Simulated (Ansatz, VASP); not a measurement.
# CsH: VASP beside Ansatz

One calculation is typed for both programs; each brings its own data sets. How far apart do they land? The cell is taken from a series of runs on this material, whose earlier steps may have relaxed, scaled, displaced or heated it; both programs get it as it stands.

Calculated with Ansatz 0.2.0; plane waves, with VASP 6.6.1 beside it; zone-centre phonons at LDA.

## Step 1: The starting structure

It takes space group Pm-3m (No. 221, cubic). The conventional cell has a = 3.655 Å, b = 3.655 Å, c = 3.655 Å, α = 90.00°, β = 90.00°, γ = 90.00°. Nearest to Cs lie 8 H at 3.16 Å. Nearest to H lie 8 Cs at 3.16 Å. Farther neighbours are not listed.

Structure file:

```cif
data_structure
_symmetry_space_group_name_H-M 'Pm-3m'
_symmetry_Int_Tables_number 221
_cell_length_a 3.6546
_cell_length_b 3.6546
_cell_length_c 3.6546
_cell_angle_alpha 90.000
_cell_angle_beta 90.000
_cell_angle_gamma 90.000
_cell_volume 48.81
loop_
_atom_site_label
_atom_site_type_symbol
_atom_site_symmetry_multiplicity
_atom_site_Wyckoff_symbol
_atom_site_fract_x
_atom_site_fract_y
_atom_site_fract_z
_atom_site_occupancy
Cs1 Cs 1 a 0.00000 0.00000 0.00000 1
H1 H 1 b 0.50000 0.50000 0.50000 1
```

## Step 2: VASP: zone-centre phonons, LDA

Second derivatives magnify differences that forces hide, and they need a tight electronic threshold.

Lines of VASP's logs that name or quote its potential files are left out, and so is its time.

File INCAR:

```
SYSTEM = CsH
PREC = Accurate
ENCUT = 500
EDIFF = 1E-08
NELM = 120
ISMEAR = 0
SIGMA = 0.01
LREAL = .FALSE.
ALGO = Normal
GGA = CA
NBANDS = 11
LORBIT = 11
LWAVE = .FALSE.
LCHARG = .FALSE.
ISIF = 2
IBRION = 8
LEPSILON = .TRUE.
LASPH = .TRUE.
GGA_COMPAT = .FALSE.
EFERMI = MIDGAP
KPAR = 2
```

File POSCAR:

```
CsH
1.0
    3.6545775472      0.0000000000      0.0000000000
    0.0000000000      3.6545775472      0.0000000000
    0.0000000000      0.0000000000      3.6545775472
Cs H
1 1
Direct
    0.0000000000      0.0000000000      0.0000000000
    0.5000000000      0.5000000000      0.5000000000
```

File KPOINTS:

```
Automatic mesh
0
Gamma
8 8 8
0 0 0
```

Potentials, in the order of the species: Cs_sv and H (LDA family, release 64).

Run with:

```console
$ mpirun -np 2 vasp_std
```

Numbers of over 12 decimals in the logs are rounded to 6 here.

The log of the run:

```text
[banner, memory and clock lines left out]
running    2 mpi-ranks, on    1 nodes
 distrk:  each k-point on    1 cores,    2 groups
 distr:  one band on    1 cores,    1 groups

 POSCAR found type information on POSCAR CsH
 POSCAR found :  2 types and       2 ions
 LDA part: xc-table for (Slater(with rela. corr.)+CA(PZ))
 , standard interpolation
 POSCAR, INCAR and KPOINTS ok, starting setup
 FFT: planning ... GRIDC
 FFT: planning ... GRID_SOFT
 FFT: planning ... GRID
 WAVECAR not read
 entering main loop
       N       E                     dE             d eps       ncg     rms          rms(c)
DAV:   1     0.398778762424E+02    0.39878E+02   -0.43831E+03   770   0.758E+02
DAV:   2    -0.297209560773E+01   -0.42850E+02   -0.40581E+02   933   0.121E+02
DAV:   3    -0.564779487935E+01   -0.26757E+01   -0.26716E+01   929   0.328E+01
DAV:   4    -0.566337455827E+01   -0.15580E-01   -0.15578E-01   862   0.296E+00
DAV:   5    -0.566342532140E+01   -0.50763E-04   -0.50763E-04   924   0.177E-01    0.333E+00
DAV:   6    -0.507936208450E+01    0.58406E+00   -0.58917E-01   838   0.316E+00    0.136E+00
DAV:   7    -0.494941729114E+01    0.12994E+00   -0.54307E-01   873   0.276E+00    0.490E-01
DAV:   8    -0.495536000057E+01   -0.59427E-02   -0.46799E-02   821   0.996E-01    0.236E-01
DAV:   9    -0.495155184494E+01    0.38082E-02   -0.82057E-03   830   0.377E-01    0.258E-02
DAV:  10    -0.495161657281E+01   -0.64728E-04   -0.83191E-04   866   0.127E-01    0.206E-02
DAV:  11    -0.495160946806E+01    0.71048E-05   -0.29233E-05   833   0.206E-02    0.638E-03
DAV:  12    -0.495160943529E+01    0.32769E-07   -0.26114E-06   871   0.797E-03    0.273E-03
DAV:  13    -0.495160941000E+01    0.25286E-07   -0.15067E-07   842   0.236E-03    0.843E-04
DAV:  14    -0.495160940927E+01    0.73555E-09   -0.35189E-08   830   0.871E-04
   1 F= -.49516094E+01 E0= -.49516094E+01  d E =0.000000E+00
 Linear response reoptimize wavefunctions to high precision
DAV:   1    -0.495160940956E+01   -0.29388E-09   -0.35974E-09   850   0.285E-04
DAV:   2    -0.495160940955E+01    0.10459E-10   -0.16467E-10   427   0.601E-05
 Linear response G [H, r] |phi>, progress :
  Direction:   1
       N       E                     dE             d eps       ncg     rms
RMM:   1    -0.386003778901E+02   -0.38600E+02    0.22323E+02  1593   0.567E+01
RMM:   2    -0.398363649421E+02   -0.12360E+01   -0.16181E+00  1288   0.785E+00
RMM:   3    -0.398398770709E+02   -0.35121E-02   -0.56625E-02  1322   0.101E+00
RMM:   4    -0.398399381018E+02   -0.61031E-04   -0.27494E-03  1388   0.175E-01
RMM:   5    -0.398399419240E+02   -0.38222E-05   -0.11007E-04  1373   0.330E-02
RMM:   6    -0.398399418272E+02    0.96845E-07   -0.83387E-06  1236   0.728E-03
RMM:   7    -0.398399418048E+02    0.22313E-07   -0.86730E-07  1156   0.194E-03
RMM:   8    -0.398399418046E+02    0.21241E-09   -0.14439E-07  1105   0.535E-04
RMM:   9    -0.398399418040E+02    0.62140E-09   -0.56489E-08   989   0.252E-04
 Linear response G [H, r] |phi>, progress :
  Direction:   2
       N       E                     dE             d eps       ncg     rms
RMM:   1    -0.418490757717E+02   -0.41849E+02    0.17931E+02  1591   0.561E+01
RMM:   2    -0.432854142710E+02   -0.14363E+01   -0.17874E+00  1286   0.893E+00
RMM:   3    -0.433104080428E+02   -0.24994E-01   -0.30668E-02  1355   0.949E-01
RMM:   4    -0.433108969218E+02   -0.48888E-03   -0.17644E-03  1412   0.193E-01
RMM:   5    -0.433109408482E+02   -0.43926E-04   -0.56748E-05  1403   0.304E-02
RMM:   6    -0.433109417297E+02   -0.88148E-06   -0.25176E-06  1317   0.586E-03
RMM:   7    -0.433109417687E+02   -0.39023E-07   -0.36724E-07  1170   0.125E-03
RMM:   8    -0.433109417685E+02    0.27131E-09   -0.21212E-07  1128   0.372E-04
RMM:   9    -0.433109417681E+02    0.34410E-09   -0.21874E-07  1055   0.212E-04
RMM:  10    -0.433109417681E+02    0.23931E-10   -0.25079E-07   940   0.186E-04
RMM:  11    -0.433109417699E+02   -0.18174E-08    0.36795E-08   837   0.185E-04
 Linear response G [H, r] |phi>, progress :
  Direction:   3
       N       E                     dE             d eps       ncg     rms
RMM:   1    -0.454347738092E+02   -0.45435E+02    0.79741E+01  1524   0.513E+01
RMM:   2    -0.472493564255E+02   -0.18146E+01   -0.13010E+00  1263   0.786E+00
RMM:   3    -0.472926255395E+02   -0.43269E-01   -0.17611E-02  1311   0.773E-01
RMM:   4    -0.472930321469E+02   -0.40661E-03   -0.13156E-03  1365   0.163E-01
RMM:   5    -0.472930681229E+02   -0.35976E-04   -0.40980E-05  1328   0.251E-02
RMM:   6    -0.472930689932E+02   -0.87033E-06   -0.15101E-06  1198   0.498E-03
RMM:   7    -0.472930690303E+02   -0.37073E-07   -0.23058E-07  1029   0.976E-04
RMM:   8    -0.472930690316E+02   -0.12727E-08   -0.17777E-07   974   0.247E-04
RMM:   9    -0.472930690316E+02    0.44054E-11   -0.19194E-07   891   0.117E-04
RMM:  10    -0.472930690325E+02   -0.93524E-09   -0.22045E-07   764   0.937E-05
RMM:  11    -0.472930690337E+02   -0.11416E-08   -0.18532E-07   700   0.926E-05
RMM:  12    -0.472930690335E+02    0.12923E-09   -0.18702E-07   600   0.926E-05
RMM:  13    -0.472930690336E+02   -0.41737E-10   -0.41434E-07   539   0.925E-05
 Linear response to external field (no local field effect), progress :
  Direction:   1
       N       E                     dE             d eps       ncg     rms          rms(c)
[...]
change of polarisation eV/A/(eV/A) component  3 :    -0.015    -0.249     0.862
 dielectric tensor                  component  3 :    -0.056    -0.923     4.196
 Linear response to external field, progress :
  Direction:   1
       N       E                     dE             d eps       ncg     rms          rms(c)
RMM:   1    -0.469492434297E+00   -0.46949E+00   -0.12805E+00  3567   0.258E+00
RMM:   2    -0.466206154561E+00    0.32863E-02   -0.10266E-02  2657   0.427E-01    0.931E-01
RMM:   3    -0.445838628516E+00    0.20368E-01   -0.21064E-02  2593   0.754E-01    0.502E-01
RMM:   4    -0.463447906884E+00   -0.17609E-01   -0.16401E-02  2608   0.677E-01    0.121E-01
RMM:   5    -0.473466107962E+00   -0.10018E-01   -0.83223E-04  2628   0.162E-01    0.148E-02
RMM:   6    -0.473464091870E+00    0.20161E-05   -0.12947E-05  2719   0.168E-02    0.749E-03
RMM:   7    -0.473873458682E+00   -0.40937E-03   -0.13896E-06  2715   0.748E-03    0.656E-04
RMM:   8    -0.473896047431E+00   -0.22589E-04   -0.40490E-08  2800   0.846E-04    0.337E-04
RMM:   9    -0.473887055245E+00    0.89922E-05   -0.55384E-09  2867   0.435E-04    0.387E-05
RMM:  10    -0.473886098953E+00    0.95629E-06   -0.30507E-10  2021   0.581E-05    0.113E-05
RMM:  11    -0.473886263793E+00   -0.16484E-06   -0.79577E-09  1232   0.350E-05    0.162E-06
 change of polarisation eV/A/(eV/A) component  1 :     0.862     0.058    -0.096
 dielectric tensor                  component  1 :     4.195     0.215    -0.358
 Linear response to external field, progress :
  Direction:   2
       N       E                     dE             d eps       ncg     rms          rms(c)
RMM:   1    -0.469496149350E+00   -0.46950E+00   -0.12806E+00  3566   0.258E+00
RMM:   2    -0.466206324195E+00    0.32898E-02   -0.10273E-02  2657   0.428E-01    0.931E-01
RMM:   3    -0.445838394465E+00    0.20368E-01   -0.21060E-02  2593   0.754E-01    0.502E-01
RMM:   4    -0.463447366401E+00   -0.17609E-01   -0.16397E-02  2608   0.677E-01    0.121E-01
RMM:   5    -0.473466271913E+00   -0.10019E-01   -0.83214E-04  2630   0.162E-01    0.148E-02
RMM:   6    -0.473464074384E+00    0.21975E-05   -0.12938E-05  2721   0.168E-02    0.749E-03
RMM:   7    -0.473873511602E+00   -0.40944E-03   -0.13880E-06  2726   0.748E-03    0.655E-04
RMM:   8    -0.473896088588E+00   -0.22577E-04   -0.39319E-08  2790   0.847E-04    0.337E-04
RMM:   9    -0.473887071959E+00    0.90166E-05   -0.43545E-09  2854   0.436E-04    0.387E-05
RMM:  10    -0.473886112209E+00    0.95975E-06   -0.42466E-10  1996   0.593E-05    0.113E-05
RMM:  11    -0.473886276329E+00   -0.16412E-06   -0.21178E-09  1301   0.358E-05    0.164E-06
 change of polarisation eV/A/(eV/A) component  2 :     0.058     0.862    -0.096
 dielectric tensor                  component  2 :     0.213     4.195    -0.356
 Linear response to external field, progress :
  Direction:   3
       N       E                     dE             d eps       ncg     rms          rms(c)
RMM:   1    -0.469496056127E+00   -0.46950E+00   -0.12806E+00  3562   0.258E+00
RMM:   2    -0.466206290017E+00    0.32898E-02   -0.10272E-02  2655   0.428E-01    0.931E-01
RMM:   3    -0.445838387611E+00    0.20368E-01   -0.21060E-02  2590   0.754E-01    0.502E-01
RMM:   4    -0.463447299503E+00   -0.17609E-01   -0.16397E-02  2605   0.677E-01    0.121E-01
RMM:   5    -0.473466223607E+00   -0.10019E-01   -0.83216E-04  2623   0.162E-01    0.148E-02
RMM:   6    -0.473464088944E+00    0.21347E-05   -0.12939E-05  2716   0.168E-02    0.749E-03
RMM:   7    -0.473873499487E+00   -0.40941E-03   -0.13877E-06  2720   0.748E-03    0.655E-04
RMM:   8    -0.473896089570E+00   -0.22590E-04   -0.37892E-08  2788   0.847E-04    0.337E-04
RMM:   9    -0.473887074139E+00    0.90154E-05   -0.38402E-09  2856   0.435E-04    0.387E-05
RMM:  10    -0.473886113793E+00    0.96035E-06   -0.35017E-10  2003   0.589E-05    0.113E-05
RMM:  11    -0.473886277796E+00   -0.16400E-06    0.37334E-09  1300   0.352E-05    0.163E-06
 change of polarisation eV/A/(eV/A) component  3 :    -0.001    -0.038     0.862
 dielectric tensor                  component  3 :    -0.003    -0.140     4.195
 Linear response DOF=           2
 Linear response progress:
  Degree of freedom:   1/  2
       N       E                     dE             d eps       ncg     rms          rms(c)
RMM:   1    -0.162589962293E+00   -0.16259E+00    0.10994E-01  2842   0.195E+00
RMM:   2    -0.164619604498E+00   -0.20296E-02   -0.17689E-03  2618   0.283E-01    0.140E-02
RMM:   3    -0.164539805412E+00    0.79799E-04   -0.29548E-05  2791   0.366E-02    0.600E-03
RMM:   4    -0.164455221021E+00    0.84584E-04   -0.48646E-06  2843   0.135E-02    0.182E-03
RMM:   5    -0.164441609348E+00    0.13612E-04   -0.10672E-07  2814   0.212E-03    0.515E-04
RMM:   6    -0.164437686027E+00    0.39233E-05   -0.77052E-09  2895   0.593E-04    0.942E-05
RMM:   7    -0.164437688924E+00   -0.28968E-08   -0.42469E-10  2894   0.790E-05    0.209E-05
 first order change of Fermi-energy   0.52801E-03
 force on displaced ion       1 direction 1 :  -0.610   0.000   0.000
 Born effective charge ion    1 direction 1 :   1.167   0.000   0.000
 Linear response progress:
  Degree of freedom:   2/  2
       N       E                     dE             d eps       ncg     rms          rms(c)
RMM:   1    -0.152319109474E-01   -0.15232E-01   -0.97491E-03  3167   0.334E-01
RMM:   2    -0.148844586441E-01    0.34745E-03   -0.26661E-04  2674   0.577E-02    0.684E-02
RMM:   3    -0.151838742260E-01   -0.29942E-03   -0.53047E-05  2480   0.261E-02    0.393E-02
RMM:   4    -0.158070757299E-01   -0.62320E-03   -0.71901E-05  2457   0.307E-02    0.292E-03
RMM:   5    -0.158371654156E-01   -0.30090E-04   -0.10397E-06  2669   0.548E-03    0.931E-04
RMM:   6    -0.158263534510E-01    0.10812E-04   -0.22287E-08  2639   0.708E-04    0.288E-04
RMM:   7    -0.158297220142E-01   -0.33686E-05   -0.47694E-09  2720   0.418E-04    0.388E-05
RMM:   8    -0.158297442060E-01   -0.22192E-07   -0.10789E-10  2832   0.586E-05    0.864E-06
RMM:   9    -0.158297207773E-01    0.23429E-07   -0.15149E-11  2785   0.146E-05    0.224E-06
RMM:  10    -0.158297054783E-01    0.15299E-07   -0.10796E-11  2482   0.246E-06    0.339E-07
RMM:  11    -0.158297094918E-01   -0.40135E-08   -0.11169E-11  1563   0.961E-07    0.649E-08
 first order change of Fermi-energy  -0.83481E-03
 force on displaced ion       2 direction 1 :  -0.610   0.000  -0.000
 Born effective charge ion    2 direction 1 :  -1.168   0.000   0.000
 Born effective charges drift removed
 Linear response finished
```

From OUTCAR (step 2):

```text
ion  position               nearest neighbor table
   1  0.000  0.000  0.000-
   2  0.500  0.500  0.500-

  LATTYP: Found a simple cubic cell.
 ALAT       =     3.6545775472

 Subroutine GETGRP returns: Found 48 space group operations
 (whereof 48 operations were pure point group operations)

The static configuration has the point symmetry O_h .

 Found     35 irreducible k-points:

   k-points           NKPTS =     35   k-points in BZ     NKDIM =     35   number of bands    NBANDS=     11

   dimension x,y,z NGX =    28 NGY =   28 NGZ =   28
   dimension x,y,z NGXF=    56 NGYF=   56 NGZF=   56

   ENCUT  =  500.0 eV  36.75 Ry    6.06 a.u.   6.66  6.66  6.66*2*pi/ulx,y,z

   NELECT =      10.0000    total number of electrons

 k-points in reciprocal lattice and weights: Automatic mesh
   0.00000000  0.00000000  0.00000000       0.002
   0.12500000  0.00000000  0.00000000       0.012
   0.25000000  0.00000000  0.00000000       0.012
   0.37500000  0.00000000  0.00000000       0.012
   0.50000000  0.00000000  0.00000000       0.006
   0.12500000  0.12500000  0.00000000       0.023
   0.25000000  0.12500000  0.00000000       0.047
   0.37500000  0.12500000  0.00000000       0.047
   0.50000000  0.12500000  0.00000000       0.023
[...]
0.50000000  0.50000000  0.37500000       0.012
   0.50000000  0.50000000  0.50000000       0.002

 average (electrostatic) potential at core
       1 -48.7161       2 -31.7991

  Total       -0.0411472     -0.0411472     -0.0411472     -0.0000000     -0.0000000     -0.0000000
  in kB       -1.3506385     -1.3506385     -1.3506385     -0.0000000     -0.0000000     -0.0000000
  external PRESSURE =      -1.3506385 kB  Pullay stress =       0.0000000 kB

  energy-cutoff  :      500.00
  volume of cell :       48.81
      direct lattice vectors                 reciprocal lattice vectors
     3.654577547  0.000000000  0.000000000     0.273629438  0.000000000  0.000000000
     0.000000000  3.654577547  0.000000000     0.000000000  0.273629438  0.000000000
     0.000000000  0.000000000  3.654577547     0.000000000  0.000000000  0.273629438

 POSITION                                       TOTAL-FORCE (eV/Angst)
 -----------------------------------------------------------------------------------
      0.00000      0.00000      0.00000         0.000000      0.000000      0.000000
      1.82729      1.82729      1.82729         0.000000      0.000000      0.000000
 -----------------------------------------------------------------------------------
    total drift:                               -0.000000      0.000000     -0.000000

 MACROSCOPIC STATIC DIELECTRIC TENSOR (including local field effects in DFT)
 ------------------------------------------------------
           4.195246    -0.000000     0.000000
          -0.000000     4.195246    -0.000000
           0.000000    -0.000000     4.195246
 ------------------------------------------------------

 PIEZOELECTRIC TENSOR (including local field effects)  for field in x, y, z        (C/m^2)
          XX          YY          ZZ          XY          YZ          ZX
  --------------------------------------------------------------------------------
  x     0.00000     0.00000     0.00000     0.00000     0.00000     0.00000
  y     0.00000     0.00000     0.00000     0.00000     0.00000     0.00000
  z     0.00000     0.00000     0.00000     0.00000     0.00000     0.00000

 BORN EFFECTIVE CHARGES (including local field effects) (in |e|, cummulative output)
 ---------------------------------------------------------------------------------
 ion    1
    1     1.16738     0.00000     0.00000
    2     0.00000     1.16738    -0.00000
    3    -0.00000     0.00000     1.16738
 ion    2
    1    -1.16738    -0.00000     0.00000
    2    -0.00000    -1.16738     0.00000
    3     0.00000    -0.00000    -1.16738

 Eigenvectors and eigenvalues of the dynamical matrix
 ----------------------------------------------------

   1 f  =   12.260628 THz    77.035798 2PiTHz  408.970532 cm-1    50.705861 meV
             X         Y         Z           dx          dy          dz
      0.000000  0.000000  0.000000    -0.000000   -0.000000   -0.086378
      1.827289  1.827289  1.827289     0.000000    0.000000    0.996262

   2 f  =   12.260628 THz    77.035798 2PiTHz  408.970532 cm-1    50.705861 meV
             X         Y         Z           dx          dy          dz
      0.000000  0.000000  0.000000    -0.061079   -0.061079    0.000000
      1.827289  1.827289  1.827289     0.704464    0.704464    0.000000

   3 f  =   12.260628 THz    77.035798 2PiTHz  408.970532 cm-1    50.705861 meV
             X         Y         Z           dx          dy          dz
      0.000000  0.000000  0.000000     0.061079   -0.061079    0.000000
      1.827289  1.827289  1.827289    -0.704464    0.704464    0.000000

   4 f/i=    0.000502 THz     0.003156 2PiTHz    0.016753 cm-1     0.002077 meV
             X         Y         Z           dx          dy          dz
      0.000000  0.000000  0.000000     0.995449    0.040178    0.002351
      1.827289  1.827289  1.827289     0.086308    0.003484    0.000204

   5 f/i=    0.000502 THz     0.003156 2PiTHz    0.016753 cm-1     0.002077 meV
             X         Y         Z           dx          dy          dz
      0.000000  0.000000  0.000000    -0.036582    0.879003    0.467497
      1.827289  1.827289  1.827289    -0.003172    0.076212    0.040533

   6 f/i=    0.000502 THz     0.003156 2PiTHz    0.016753 cm-1     0.002077 meV
             X         Y         Z           dx          dy          dz
      0.000000  0.000000  0.000000     0.016779   -0.467202    0.879761
      1.827289  1.827289  1.827289     0.001455   -0.040507    0.076277

 MACROSCOPIC STATIC DIELECTRIC TENSOR IONIC CONTRIBUTION
 ------------------------------------------------------
           8.279653     0.000000    -0.000000
           0.000000     8.279653     0.000000
          -0.000000     0.000000     8.279653
 ------------------------------------------------------

 ELASTIC MODULI CONTR FROM IONIC RELAXATION (kBar)
 Direction    XX          YY          ZZ          XY          YZ          ZX
 --------------------------------------------------------------------------------
 XX           0.0000      0.0000      0.0000      0.0000      0.0000      0.0000
 YY           0.0000      0.0000      0.0000      0.0000      0.0000      0.0000
 ZZ           0.0000      0.0000      0.0000      0.0000      0.0000      0.0000
 XY           0.0000      0.0000      0.0000      0.0000      0.0000      0.0000
 YZ           0.0000      0.0000      0.0000      0.0000      0.0000      0.0000
 ZX           0.0000      0.0000      0.0000      0.0000      0.0000      0.0000
 --------------------------------------------------------------------------------

 PIEZOELECTRIC TENSOR IONIC CONTR  for field in x, y, z        (C/m^2)
          XX          YY          ZZ          XY          YZ          ZX
  --------------------------------------------------------------------------------
  x     0.00000     0.00000     0.00000     0.00000     0.00000     0.00000
  y     0.00000     0.00000     0.00000     0.00000     0.00000     0.00000
  z     0.00000     0.00000     0.00000     0.00000     0.00000     0.00000
```

[end of part 1 of 2]

[Lines on the potential files, build, host, timing and source positions are cut from VASP's logs without a mark.]

[Logs are printed without paths, hosts, clocks, repeated set-up lines and the standing remarks that a program may print on its own settings, such as how far it seeks lower states.]

[Hosts, paths, dates, database ids (printed as entryN), source tags and the programs' standing remarks are cut or masked in the printed files.]
